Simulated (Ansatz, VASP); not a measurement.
## Cross-check of AlNi3 between VASP and Ansatz

Wanted: the spread between two codes on one cell, functional and k mesh. The cell is a member of a volume series, scaled by 1.015 from a relaxed one, so a pressure remains. Other levels of theory on this material are compared in a session of their own.

Program: Ansatz 0.2.0. Level of theory: plane waves, with VASP 6.6.1 beside it; single point at PBE and single point at r2SCAN. Results are calculated unless marked as measured.

## Step 1: The structure

The structure is cubic, space group Pm-3m (No. 221). Conventional cell: a = 3.584 Å, b = 3.584 Å, c = 3.584 Å, α = 90.00°, β = 90.00°, γ = 90.00°. Nearest to Ni lie 8 Ni at 2.53 Å and 4 Al at 2.53 Å. Al has 12 Ni at 2.53 Å nearest. Farther neighbours are not listed.

As a file:

```xyz
4
Lattice="3.5838 0.0000 0.0000 0.0000 3.5838 0.0000 0.0000 0.0000 3.5838" Properties=species:S:1:pos:R:3 pbc="T T T"
Ni    1.7919    1.7919    0.0000
Ni    1.7919    0.0000    1.7919
Ni    0.0000    1.7919    1.7919
Al    0.0000    0.0000    0.0000
```

## Step 2: VASP: single point, PBE, volume scaled by 1.015

With cell and atoms fixed, the geometry can't cause a difference; cores, projectors, grids and the points listed under the comparison can.

Lines of VASP's logs that name or quote its potential files are left out, and so is its time.

The input asks for a relaxation, which ended at its first step since no free force or stress exceeded the threshold; so it serves as a single point.

File INCAR:

```
SYSTEM = AlNi3
PREC = Accurate
ENCUT = 450
EDIFF = 1E-06
NELM = 100
ISMEAR = 1
SIGMA = 0.15
LREAL = .FALSE.
ALGO = Normal
GGA = PE
NBANDS = 26
ISPIN = 2
MAGMOM = 1 1 1 0
LASPH = .TRUE.
LMAXMIX = 4
LORBIT = 11
LWAVE = .FALSE.
LCHARG = .FALSE.
KPAR = 8
IBRION = 2
NSW = 30
ISIF = 4
EDIFFG = -0.01
```

File POSCAR:

```
AlNi3
1.0
    3.5837604439      0.0000000000      0.0000000000
    0.0000000000      3.5837604439      0.0000000000
    0.0000000000      0.0000000000      3.5837604439
Ni Al
3 1
Direct
    0.5000000000      0.5000000000      0.0000000000
    0.5000000000      0.0000000000      0.5000000000
    0.0000000000      0.5000000000      0.5000000000
    0.0000000000      0.0000000000      0.0000000000
```

File KPOINTS:

```
Automatic mesh
0
Gamma
10 10 10
0 0 0
```

PAW data sets: Ni and Al (PBE family, release 64).

Launch:

```console
$ mpirun -np 8 vasp_std
```

Numbers of over 12 decimals in the logs are rounded to 6 here.

Output:

```text
[banner, memory and clock lines left out]
running    8 mpi-ranks, on    1 nodes
 distrk:  each k-point on    1 cores,    8 groups
 distr:  one band on    1 cores,    1 groups

 POSCAR found type information on POSCAR NiAl
 POSCAR found :  2 types and       4 ions
|                                                                             |
|           W    W    AA    RRRRR   N    N  II  N    N   GGGG   !!!           |
|           W    W   A  A   R    R  NN   N  II  NN   N  G    G  !!!           |
|           W    W  A    A  R    R  N N  N  II  N N  N  G       !!!           |
|           W WW W  AAAAAA  RRRRR   N  N N  II  N  N N  G  GGG   !            |
|           WW  WW  A    A  R   R   N   NN  II  N   NN  G    G                |
|           W    W  A    A  R    R  N    N  II  N    N   GGGG   !!!           |
|                                                                             |
|     For optimal performance we recommend to set                             |
|       NCORE = 2 up to number-of-cores-per-socket                            |
|     NCORE specifies how many cores store one orbital (NPAR=cpu/NCORE).      |
|     This setting can greatly improve the performance of VASP for DFT.       |
|     The default, NCORE=1 might be grossly inefficient on modern             |
|     multi-core architectures or massively parallel machines. Do your        |
|     Unfortunately you need to use the default for GW and RPA                |
|     calculations (for HF NCORE is supported but not extensively tested      |
|     yet).                                                                   |
|                                                                             |

 LDA part: xc-table for (Slater+PW92), standard interpolation
 POSCAR, INCAR and KPOINTS ok, starting setup
 FFT: planning ... GRIDC
 FFT: planning ... GRID_SOFT
 FFT: planning ... GRID
 WAVECAR not read
 entering main loop
       N       E                     dE             d eps       ncg     rms          rms(c)
DAV:   1     0.178637322186E+03    0.17864E+03   -0.13035E+04  5904   0.147E+03
DAV:   2    -0.162970831715E+02   -0.19493E+03   -0.18150E+03  5828   0.287E+02
DAV:   3    -0.256897946634E+02   -0.93927E+01   -0.89553E+01  6674   0.837E+01
DAV:   4    -0.258422077231E+02   -0.15241E+00   -0.15224E+00  6952   0.980E+00
DAV:   5    -0.258476808288E+02   -0.54731E-02   -0.54727E-02  6986   0.167E+00    0.198E+01
DAV:   6    -0.271458016785E+02   -0.12981E+01   -0.39000E+01  6736   0.109E+02    0.219E+01
DAV:   7    -0.219377393268E+02    0.52081E+01   -0.13557E+01  6842   0.601E+01    0.247E+00
DAV:   8    -0.219150026631E+02    0.22737E-01   -0.26755E-01  6318   0.364E+00    0.148E+00
DAV:   9    -0.218923213092E+02    0.22681E-01   -0.26706E-02  7880   0.222E+00    0.581E-01
DAV:  10    -0.218907981097E+02    0.15232E-02   -0.24042E-03  7184   0.475E-01    0.131E-01
DAV:  11    -0.218907202493E+02    0.77860E-04   -0.20124E-04  6878   0.177E-01    0.817E-02
DAV:  12    -0.218906683844E+02    0.51865E-04   -0.33568E-05  7902   0.714E-02    0.387E-02
DAV:  13    -0.218906654514E+02    0.29330E-05   -0.52423E-06  6238   0.235E-02    0.174E-02
DAV:  14    -0.218906646894E+02    0.76193E-06   -0.32604E-07  3290   0.609E-03
   1 F= -.21890665E+02 E0= -.21891018E+02  d E =-.218907E+02  mag=     0.7519
 curvature:   0.00 expect dE= 0.000E+00 dE for cont linesearch  0.000E+00
 trial: gam= 0.00000 g(F)=  0.000E+00 g(S)=  0.254E-34 ort = 0.000E+00 (trialstep = 0.100E+01)
 search vector abs. value=  0.100E-09
 reached required accuracy - stopping structural energy minimisation
```

From OUTCAR (step 2):

```text
ion  position               nearest neighbor table
   1  0.500  0.500  0.000-   2 2.53   3 2.53   4 2.53   2 2.53   3 2.53   2 2.53   4 2.53   2 2.53
                             3 2.53   4 2.53   3 2.53   4 2.53
   2  0.500  0.000  0.500-   1 2.53   3 2.53   4 2.53   1 2.53   4 2.53   1 2.53   3 2.53   1 2.53
                             3 2.53   4 2.53   4 2.53   3 2.53
   3  0.000  0.500  0.500-   1 2.53   2 2.53   4 2.53   1 2.53   4 2.53   2 2.53   4 2.53   4 2.53
                             1 2.53   2 2.53   1 2.53   2 2.53
   4  0.000  0.000  0.000-   1 2.53   2 2.53   3 2.53   2 2.53   3 2.53   1 2.53   3 2.53   3 2.53
                             1 2.53   2 2.53   2 2.53   1 2.53

  LATTYP: Found a simple cubic cell.
 ALAT       =     3.5837604439

 Subroutine GETGRP returns: Found 48 space group operations
 (whereof 48 operations were pure point group operations)

The static configuration has the point symmetry O_h .

 Found     56 irreducible k-points:

   k-points           NKPTS =     56   k-points in BZ     NKDIM =     56   number of bands    NBANDS=     26

   dimension x,y,z NGX =    28 NGY =   28 NGZ =   28
   dimension x,y,z NGXF=    56 NGYF=   56 NGZF=   56

   ENCUT  =  450.0 eV  33.07 Ry    5.75 a.u.   6.20  6.20  6.20*2*pi/ulx,y,z

   NELECT =      33.0000    total number of electrons

 k-points in reciprocal lattice and weights: Automatic mesh
   0.00000000  0.00000000  0.00000000       0.001
   0.10000000  0.00000000  0.00000000       0.006
   0.20000000  0.00000000  0.00000000       0.006
   0.30000000  0.00000000  0.00000000       0.006
   0.40000000  0.00000000  0.00000000       0.006
   0.50000000  0.00000000  0.00000000       0.003
   0.10000000  0.10000000  0.00000000       0.012
   0.20000000  0.10000000  0.00000000       0.024
   0.30000000  0.10000000  0.00000000       0.024
[...]
0.50000000  0.50000000  0.40000000       0.006
   0.50000000  0.50000000  0.50000000       0.001

 average (electrostatic) potential at core
       1 -81.8623       2 -81.8623       3 -81.8623       4 -70.4385

 E-fermi :   9.2417

 spin component 1
 k-point     1 :       0.0000    0.0000    0.0000
  band No.  band energies     occupation
    ...
     12       8.6773      1.00000
     13       8.9604      1.01171
     14       9.1206      0.99191
     15       9.1206      0.99191
     16       9.1206      0.99191
     17      10.1110     -0.00000
     18      10.1110     -0.00000
     19      10.1110     -0.00000
     20      15.6743      0.00000
     21      15.6743      0.00000
    ...

 k-point     2 :       0.1000    0.0000    0.0000
  band No.  band energies     occupation
    ...
     12       8.6787      1.00000
     13       8.8708      1.00131
     14       8.8708      1.00131
     15       8.9180      1.00464
     16       9.1207      0.99170
     17       9.6207     -0.00103
     18      10.5161     -0.00000
     19      10.5161     -0.00000
     20      15.6698      0.00000
     21      15.9820      0.00000
    ...

 k-point     3 :       0.2000    0.0000    0.0000
  band No.  band energies     occupation
    ...
     13       8.5221      1.00000
     14       8.6723      1.00000
     15       8.8019      1.00014
     16       8.8269      1.00033
     17       9.1210      0.99122
     18      11.3198     -0.00000
     19      11.3198     -0.00000
     20      15.6569      0.00000
     21      16.1735      0.00000
     22      18.4122      0.00000
    ...

 k-point     4 :       0.3000    0.0000    0.0000
  band No.  band energies     occupation
    ...
     13       8.2586      1.00000
     14       8.4335      1.00000
     15       8.5489      1.00000
     16       8.7299      1.00001
     17       9.1213      0.99066
     18      12.3042      0.00000
     19      12.3042      0.00000
     20      15.6375      0.00000
     21      16.3702      0.00000
     22      17.5820      0.00000
    ...

 k-point     5 :       0.4000    0.0000    0.0000
  band No.  band energies     occupation
    ...
     13       8.0918      1.00000
     14       8.1994      1.00000
     15       8.3275      1.00000
     16       8.7292      1.00001
     17       9.1216      0.99028
     18      13.4308      0.00000
     19      13.4308      0.00000
     20      15.6184      0.00000
     21      16.0783      0.00000
     22      16.0783      0.00000
    ...

 k-point     6 :       0.5000    0.0000    0.0000
  band No.  band energies     occupation
    ...
     13       8.0333      1.00000
     14       8.1012      1.00000
     15       8.2112      1.00000
     16       8.7311      1.00001
     17       9.1217      0.99011
     18      14.6236      0.00000
     19      14.6236      0.00000
     20      14.7592      0.00000
     21      14.7592      0.00000
     22      15.6100      0.00000
    ...

  Total       -0.7286538     -0.7286538     -0.7286538      0.0000000      0.0000000      0.0000000
  in kB      -25.3638357    -25.3638357    -25.3638357      0.0000000      0.0000000      0.0000000
  external PRESSURE =     -25.3638357 kB  Pullay stress =       0.0000000 kB

  energy-cutoff  :      450.00
  volume of cell :       46.03
      direct lattice vectors                 reciprocal lattice vectors
     3.583760444  0.000000000  0.000000000     0.279036508  0.000000000  0.000000000
     0.000000000  3.583760444  0.000000000     0.000000000  0.279036508  0.000000000
     0.000000000  0.000000000  3.583760444     0.000000000  0.000000000  0.279036508

 POSITION                                       TOTAL-FORCE (eV/Angst)
 -----------------------------------------------------------------------------------
      1.79188      1.79188      0.00000         0.000000      0.000000      0.000000
      1.79188      0.00000      1.79188         0.000000      0.000000      0.000000
      0.00000      1.79188      1.79188         0.000000      0.000000      0.000000
      0.00000      0.00000      0.00000         0.000000      0.000000      0.000000
 -----------------------------------------------------------------------------------
    total drift:                                0.000000      0.000000      0.000000

  FREE ENERGIE OF THE ION-ELECTRON SYSTEM (eV)
  ---------------------------------------------------
  free  energy   TOTEN  =       -21.8906646894 eV

  energy  without entropy=      -21.8917248762  energy(sigma->0) =      -21.89101809

 reached required accuracy - stopping structural energy minimisation

 total charge
# of ion       s       p       d       tot
------------------------------------------
    1        0.485   0.500   8.370   9.354
    2        0.485   0.500   8.370   9.354
    3        0.485   0.500   8.370   9.354
    4        0.407   0.384   0.000   0.790
--------------------------------------------------
tot          1.861   1.883  25.109  28.853

 magnetization (x)
# of ion       s       p       d       tot
------------------------------------------
    1       -0.003  -0.010   0.284   0.270
    2       -0.003  -0.010   0.284   0.270
    3       -0.003  -0.010   0.284   0.270
    4       -0.001  -0.008   0.000  -0.009
--------------------------------------------------
tot         -0.011  -0.040   0.851   0.800

[... 6 further parts left out ...]
```

CONTCAR:

```
AlNi3
   1.00000000000000
     3.5837604439000001    0.0000000000000000    0.0000000000000000
     0.0000000000000000    3.5837604439000001    0.0000000000000000
     0.0000000000000000    0.0000000000000000    3.5837604439000001
  Ni              Al
     3     1
Direct
     0.5000000000000000    0.5000000000000000    0.0000000000000000
     0.5000000000000000    0.0000000000000000    0.5000000000000000
     0.0000000000000000    0.5000000000000000    0.5000000000000000
     0.0000000000000000    0.0000000000000000    0.0000000000000000
```

(Continued in part 2 of 2.)

[Lines on the potential files, build, host, timing and source positions are cut from VASP's logs without a mark.]

[Logs are printed without paths, hosts, clocks, repeated set-up lines and the standing remarks that a program may print on its own settings, such as how far it seeks lower states.]

[Hosts, paths, dates, database ids (printed as entryN), source tags and the programs' standing remarks are cut or masked in the printed files.]
